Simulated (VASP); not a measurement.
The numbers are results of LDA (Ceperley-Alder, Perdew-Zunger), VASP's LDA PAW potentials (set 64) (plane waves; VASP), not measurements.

Input for VASP

POSCAR:
```
CsSnI3
1
    6.0253260665    -0.0000000000    -0.0000000000
   -0.0000000000     6.0253260665    -0.0000000000
    0.0000000000    -0.0000000000     6.0253260665
Cs Sn I
1 1 3
Direct
  0.0000000000   0.0000000000   0.0000000000
  0.5000000000   0.5000000000   0.5000000000
  0.5000000000   0.0000000000   0.5000000000
  0.0000000000   0.5000000000   0.5000000000
  0.5000000000   0.5000000000   0.0000000000
```

**INCAR**
```
# general
SYSTEM =CsSnI3
PREC   =Accurate
ENCUT  =500
LREAL  =.FALSE.
LASPH  =.TRUE.

# electronic loop
EDIFF  =1E-6   # SCF stop (eV)
NELM   =100
ALGO   =Normal
LMAXMIX=4   # l cut-off of mixed one-centre charges

# smearing
ISMEAR =0
SIGMA  =0.05   # width (eV)

# ions
IBRION =2
NSW    =40   # most ionic steps
ISIF   =3
EDIFFG =-0.02
PSTRESS=50   # kbar

# output
LWAVE  =.FALSE.
LCHARG =.FALSE.
```

### KPOINTS
```
Automatic mesh
0
gamma
4 4 4
0 0 0
```

POTCAR, in this order: Cs_sv Sn_d I (LDA.64 set). Program: vasp_std.

The run wrote:

File OUTCAR:
```
 ion  position               nearest neighbor table
   1  0.000  0.000  0.000-
   2  0.500  0.500  0.500-   3 3.01   4 3.01   5 3.01   5 3.01   3 3.01   4 3.01
   3  0.500  0.000  0.500-   2 3.01   2 3.01
   4  0.000  0.500  0.500-   2 3.01   2 3.01
   5  0.500  0.500  0.000-   2 3.01   2 3.01
  LATTYP: Found a simple cubic cell.
 ALAT       =     6.0253260665
 Subroutine PRICEL returns:
 Original cell was already a primitive cell.
 Subroutine GETGRP returns: Found 48 space group operations
The static configuration has the point symmetry O_h .
The dynamic configuration has the point symmetry O_h .
 Subroutine INISYM returns: Found 48 space group operations
 Subroutine IBZKPT returns following result:
 Found     10 irreducible k-points:

 Following reciprocal coordinates:
            Coordinates               Weight
  0.000000  0.000000  0.000000      1.000000
  0.250000  0.000000  0.000000      6.000000
  0.500000  0.000000  0.000000      3.000000
  0.250000  0.250000  0.000000     12.000000
  0.500000  0.250000  0.000000     12.000000
  0.500000  0.500000  0.000000      3.000000
  0.250000  0.250000  0.250000      8.000000
  0.500000  0.250000  0.250000     12.000000
  0.500000  0.500000  0.250000      6.000000
  0.500000  0.500000  0.500000      1.000000
   k-points           NKPTS =     10   k-points in BZ     NKDIM =     10   number of bands    NBANDS=     26
   number of dos      NEDOS =    301   number of ions     NIONS =      5
   total plane-waves  NPLWV = 110592
   dimension x,y,z NGX =    48 NGY =   48 NGZ =   48
   dimension x,y,z NGXF=    96 NGYF=   96 NGZF=   96
   ions per type =               1   1   3
   PREC   = accura    normal or accurate (medium, high low for compatibility)
   ISTART =      0    job   : 0-new  1-cont  2-samecut
   ICHARG =      2    charge: 1-file 2-atom 10-const
   ISPIN  =      1    spin polarized calculation?
   LNONCOLLINEAR =      F non collinear calculations
...
```

### OSZICAR
```
       N       E                     dE             d eps       ncg     rms          rms(c)
DAV:   1     0.360721030495E+03    0.36072E+03   -0.18446E+04   520   0.155E+03
DAV:   2     0.312756405771E+02   -0.32945E+03   -0.32234E+03   604   0.318E+02
DAV:   3    -0.141876402968E+02   -0.45463E+02   -0.45069E+02   634   0.127E+02
DAV:   4    -0.161473900069E+02   -0.19597E+01   -0.19558E+01   630   0.295E+01
DAV:   5    -0.162110604228E+02   -0.63670E-01   -0.63646E-01   812   0.534E+00    0.517E+00
DAV:   6    -0.160336755279E+02    0.17738E+00   -0.31535E-01   698   0.329E+00    0.343E+00
DAV:   7    -0.160078227243E+02    0.25853E-01   -0.23071E-01   696   0.218E+00    0.732E-01
DAV:   8    -0.160048590779E+02    0.29636E-02   -0.35653E-02   616   0.129E+00    0.274E-01
DAV:   9    -0.160048562969E+02    0.27809E-05   -0.14229E-03   724   0.230E-01    0.116E-01
DAV:  10    -0.160048398796E+02    0.16417E-04   -0.44669E-04   634   0.142E-01    0.432E-02
DAV:  11    -0.160048252379E+02    0.14642E-04   -0.11043E-04   644   0.723E-02    0.121E-02
DAV:  12    -0.160048253901E+02   -0.15217E-06   -0.13574E-05   660   0.246E-02    0.132E-02
DAV:  13    -0.160048251768E+02    0.21332E-06   -0.50464E-07   428   0.530E-03
   1 F= -.91782782E+01 E0= -.91776756E+01  d E =-.917828E+01
       N       E                     dE             d eps       ncg     rms          rms(c)
DAV:   1    -0.266616556490E+02   -0.10657E+02   -0.22443E+02   642   0.119E+02    0.226E+01
DAV:   2    -0.174667686907E+02    0.91949E+01   -0.20421E+01   686   0.631E+01    0.750E+00
DAV:   3    -0.154210436098E+02    0.20457E+01   -0.55121E+00   700   0.189E+01    0.419E+00
DAV:   4    -0.152816844489E+02    0.13936E+00   -0.31553E-01   666   0.333E+00    0.217E+00
DAV:   5    -0.152543755059E+02    0.27309E-01   -0.48114E-02   774   0.210E+00    0.708E-01
DAV:   6    -0.152537927056E+02    0.58280E-03   -0.29671E-03   642   0.381E-01    0.198E-01
DAV:   7    -0.152537253490E+02    0.67357E-04   -0.22711E-04   766   0.967E-02    0.248E-02
DAV:   8    -0.152537247622E+02    0.58679E-06   -0.13352E-05   644   0.237E-02    0.987E-03
DAV:   9    -0.152537247349E+02    0.27254E-07   -0.17155E-06   436   0.818E-03
   2 F= -.96252108E+01 E0= -.96242174E+01  d E =-.446933E+00
       N       E                     dE             d eps       ncg     rms          rms(c)
DAV:   1    -0.161467930051E+02   -0.89307E+00   -0.13060E+01   690   0.378E+01    0.428E+00
DAV:   2    -0.156924525362E+02    0.45434E+00   -0.82965E-01   672   0.935E+00    0.187E+00
DAV:   3    -0.155730723296E+02    0.11938E+00   -0.31989E-01   704   0.504E+00    0.631E-01
DAV:   4    -0.155676398372E+02    0.54325E-02   -0.13849E-02   726   0.825E-01    0.686E-01
DAV:   5    -0.155655015176E+02    0.21383E-02   -0.22517E-03   748   0.385E-01    0.114E-01
DAV:   6    -0.155654394635E+02    0.62054E-04   -0.45156E-04   666   0.210E-01    0.287E-02
DAV:   7    -0.155654372611E+02    0.22023E-05   -0.23199E-05   660   0.280E-02    0.629E-03
DAV:   8    -0.155654372949E+02   -0.33814E-07   -0.12546E-06   406   0.783E-03
   3 F= -.96784469E+01 E0= -.96778443E+01  d E =-.500169E+00
```

### OUTCAR
```
------------------------ aborting loop because EDIFF is reached ----------------------------------------
  FORCE on cell =-STRESS in cart. coord.  units (eV):
  Direction    XX          YY          ZZ          XY          YZ          ZX
  --------------------------------------------------------------------------------------
  Total        5.9124919      5.9124919      5.9124919      0.0000000     -0.0000000      0.0000000
  in kB       50.2165925     50.2165925     50.2165925      0.0000000     -0.0000000      0.0000000
  external PRESSURE =       0.2165925 kB  Pullay stress =      50.0000000 kB
  volume of cell :      188.64
      direct lattice vectors                 reciprocal lattice vectors
     5.735148063  0.000000000  0.000000000     0.174363415  0.000000000 -0.000000000
    -0.000000000  5.735148063 -0.000000000    -0.000000000  0.174363415  0.000000000
     0.000000000 -0.000000000  5.735148063    -0.000000000  0.000000000  0.174363415
 POSITION                                       TOTAL-FORCE (eV/Angst)
 -----------------------------------------------------------------------------------
      0.00000      0.00000      0.00000        -0.000000      0.000000      0.000000
      2.86757      2.86757      2.86757         0.000000     -0.000000      0.000000
      2.86757     -0.00000      2.86757        -0.000000      0.000000      0.000000
     -0.00000      2.86757      2.86757        -0.000000      0.000000      0.000000
      2.86757      2.86757      0.00000        -0.000000      0.000000      0.000000
 -----------------------------------------------------------------------------------
    total drift:                                0.000000     -0.000000     -0.000000
  FREE ENERGIE OF THE ION-ELECTRON SYSTEM (eV)
  ---------------------------------------------------
  free  energy   TOTEN  =       -15.5654372949 eV

  energy  without entropy=      -15.5642321199  energy(sigma->0) =      -15.56483471
  enthalpy is  TOTEN    =        -9.6784469262 eV   P V=        5.8869903687

 reached required accuracy - stopping structural energy minimisation
```
(Selected blocks of OUTCAR.)

**CONTCAR**
```
CsSnI3
   1.00000000000000
     5.7351480628555125    0.0000000000000000    0.0000000000000000
    -0.0000000000000000    5.7351480628555125   -0.0000000000000000
     0.0000000000000000   -0.0000000000000000    5.7351480628555125
  Cs              Sn              I
     1     1     3
Direct
     0.0000000000000000    0.0000000000000000    0.0000000000000000
     0.5000000000000000    0.5000000000000000    0.5000000000000000
     0.5000000000000000    0.0000000000000000    0.5000000000000000
     0.0000000000000000    0.5000000000000000    0.5000000000000000
     0.5000000000000000    0.5000000000000000    0.0000000000000000
```

Energy and stress use the plane-wave basis of the starting cell.

The compound is CsSnI3 in the cubic perovskite structure, the ideal cubic form; the compound distorts at low or room temperature. This run relaxes it under an external pressure of 5 GPa. Symmetry was kept, so distortions that lower it aren't found.
